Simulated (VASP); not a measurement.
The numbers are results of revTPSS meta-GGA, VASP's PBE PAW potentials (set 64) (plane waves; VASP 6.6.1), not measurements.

A VASP calculation is set up with these files.

**POSCAR**
```
CsSnI3
1.0
  6.0530774990   0.0000000000   0.0000000000
  0.0000000000   6.0530774990   0.0000000000
  0.0000000000   0.0000000000   6.0530774990
Cs Sn I
1 1 3
direct
  0.0000000000   0.0000000000   0.0000000000
  0.5000000000   0.5000000000   0.5000000000
  0.5000000000   0.0000000000   0.5000000000
  0.0000000000   0.5000000000   0.5000000000
  0.5000000000   0.5000000000   0.0000000000
```

**INCAR**
```
SYSTEM = CsSnI3
PREC = Accurate
ENCUT = 520
EDIFF = 1E-7
NELM = 100
ALGO = Normal
LREAL = .FALSE.
LASPH = .TRUE.
ISMEAR = 0
SIGMA = 0.05
METAGGA = RTPSS
LMIXTAU = .TRUE.
LMAXMIX = 4
LWAVE = .FALSE.
LCHARG = .FALSE.
ISIF = 2
```

### KPOINTS
```
Automatic mesh
0
Gamma
4 4 4
0 0 0
```

POTCAR, in this order: Cs_sv Sn_d I (PBE.64 set). Program: vasp_std.

Output of the run:

File OUTCAR:
```
 ion  position               nearest neighbor table
   1  0.000  0.000  0.000-
   2  0.500  0.500  0.500-   3 3.03   4 3.03   5 3.03   5 3.03   3 3.03   4 3.03
   3  0.500  0.000  0.500-   2 3.03   2 3.03
   4  0.000  0.500  0.500-   2 3.03   2 3.03
   5  0.500  0.500  0.000-   2 3.03   2 3.03
  LATTYP: Found a simple cubic cell.
 ALAT       =     6.0530774990
 Subroutine PRICEL returns:
 Original cell was already a primitive cell.
 Subroutine GETGRP returns: Found 48 space group operations
The static configuration has the point symmetry O_h .
The dynamic configuration has the point symmetry O_h .
 Subroutine INISYM returns: Found 48 space group operations
 Subroutine IBZKPT returns following result:
 Found     10 irreducible k-points:

 Following reciprocal coordinates:
            Coordinates               Weight
  0.000000  0.000000  0.000000      1.000000
  0.250000  0.000000  0.000000      6.000000
  0.500000  0.000000  0.000000      3.000000
  0.250000  0.250000  0.000000     12.000000
  0.500000  0.250000  0.000000     12.000000
  0.500000  0.500000  0.000000      3.000000
  0.250000  0.250000  0.250000      8.000000
  0.500000  0.250000  0.250000     12.000000
  0.500000  0.500000  0.250000      6.000000
  0.500000  0.500000  0.500000      1.000000
   k-points           NKPTS =     10   k-points in BZ     NKDIM =     10   number of bands    NBANDS=     26
   number of dos      NEDOS =    301   number of ions     NIONS =      5
   total plane-waves  NPLWV = 110592
   dimension x,y,z NGX =    48 NGY =   48 NGZ =   48
   dimension x,y,z NGXF=    96 NGYF=   96 NGZF=   96
   ions per type =               1   1   3
   PREC   = accura    normal or accurate (medium, high low for compatibility)
   ISTART =      0    job   : 0-new  1-cont  2-samecut
   ICHARG =      2    charge: 1-file 2-atom 10-const
   ISPIN  =      1    spin polarized calculation?
   LNONCOLLINEAR =      F non collinear calculations
...
```

### OSZICAR
```
       N       E                     dE             d eps       ncg     rms          rms(c)
DAV:   1     0.458570481740E+03    0.45857E+03   -0.18611E+04   520   0.157E+03
DAV:   2     0.129766210784E+03   -0.32880E+03   -0.32106E+03   604   0.347E+02
DAV:   3     0.821537060646E+02   -0.47613E+02   -0.46711E+02   632   0.141E+02
DAV:   4     0.800906457986E+02   -0.20631E+01   -0.20597E+01   628   0.327E+01
DAV:   5     0.800370955760E+02   -0.53550E-01   -0.53518E-01   798   0.519E+00    0.727E+00
DAV:   6     0.831684496196E+02    0.31314E+01   -0.12647E+01   604   0.436E+01    0.328E+00
DAV:   7     0.858172095960E+02    0.26488E+01   -0.33308E+00   544   0.146E+01    0.143E+00
DAV:   8     0.859049403137E+02    0.87731E-01   -0.45368E-01   592   0.751E+00    0.157E+00
DAV:   9     0.858157525750E+02   -0.89188E-01   -0.46811E-01   604   0.523E+00    0.753E-01
DAV:  10     0.858119342796E+02   -0.38183E-02   -0.49721E-02   590   0.206E+00    0.601E-01
DAV:  11     0.858050493504E+02   -0.68849E-02   -0.14397E-02   598   0.127E+00    0.406E-01
DAV:  12     0.858055288505E+02    0.47950E-03   -0.16435E-02   564   0.881E-01    0.959E-02
DAV:  13     0.858044220019E+02   -0.11068E-02   -0.21632E-03   616   0.300E-01    0.941E-02
DAV:  14     0.858043589936E+02   -0.63008E-04   -0.87563E-05   640   0.795E-02    0.842E-02
DAV:  15     0.858042634485E+02   -0.95545E-04   -0.62685E-04   548   0.230E-01    0.723E-02
DAV:  16     0.858042326299E+02   -0.30819E-04   -0.72973E-05   606   0.963E-02    0.444E-02
DAV:  17     0.858042215579E+02   -0.11072E-04   -0.10565E-05   568   0.253E-02    0.308E-02
DAV:  18     0.858042159454E+02   -0.56125E-05   -0.24024E-05   576   0.549E-02    0.105E-02
DAV:  19     0.858042107235E+02   -0.52219E-05   -0.72288E-06   560   0.292E-02    0.408E-03
DAV:  20     0.858042112280E+02    0.50450E-06   -0.21118E-06   594   0.124E-02    0.274E-03
DAV:  21     0.858042104254E+02   -0.80257E-06   -0.45804E-07   576   0.717E-03    0.661E-04
DAV:  22     0.858042104242E+02   -0.12506E-08   -0.44433E-08   378   0.170E-03
   1 F= 0.85804210E+02 E0= 0.85804898E+02  d E =-.137508E-02
```

**OUTCAR**
```
------------------------ aborting loop because EDIFF is reached ----------------------------------------
  FORCE on cell =-STRESS in cart. coord.  units (eV):
  Direction    XX          YY          ZZ          XY          YZ          ZX
  --------------------------------------------------------------------------------------
  Total        2.4955901      2.4955901      2.4955901     -0.0000000      0.0000000     -0.0000000
  in kB       18.0283147     18.0283147     18.0283147     -0.0000000      0.0000000     -0.0000000
  external PRESSURE =      18.0283147 kB  Pullay stress =       0.0000000 kB
  volume of cell :      221.78
      direct lattice vectors                 reciprocal lattice vectors
     6.053077499  0.000000000  0.000000000     0.165205220  0.000000000  0.000000000
     0.000000000  6.053077499  0.000000000     0.000000000  0.165205220  0.000000000
     0.000000000  0.000000000  6.053077499     0.000000000  0.000000000  0.165205220
 POSITION                                       TOTAL-FORCE (eV/Angst)
 -----------------------------------------------------------------------------------
      0.00000      0.00000      0.00000         0.000000      0.000000      0.000000
      3.02654      3.02654      3.02654         0.000000      0.000000      0.000000
      3.02654      0.00000      3.02654         0.000000      0.000000      0.000000
      0.00000      3.02654      3.02654         0.000000      0.000000      0.000000
      3.02654      3.02654      0.00000         0.000000      0.000000      0.000000
 -----------------------------------------------------------------------------------
    total drift:                                0.000000     -0.000000     -0.000000
  FREE ENERGIE OF THE ION-ELECTRON SYSTEM (eV)
  ---------------------------------------------------
  free  energy   TOTEN  =        85.8042104242 eV

  energy  without entropy=       85.8055855074  energy(sigma->0) =       85.80489797
```
(Selected blocks of OUTCAR.)

The compound is CsSnI3 in the cubic perovskite structure, the ideal cubic form; the compound distorts at low or room temperature. This cell is one point of a volume scan, at 0.94 of the reference volume.
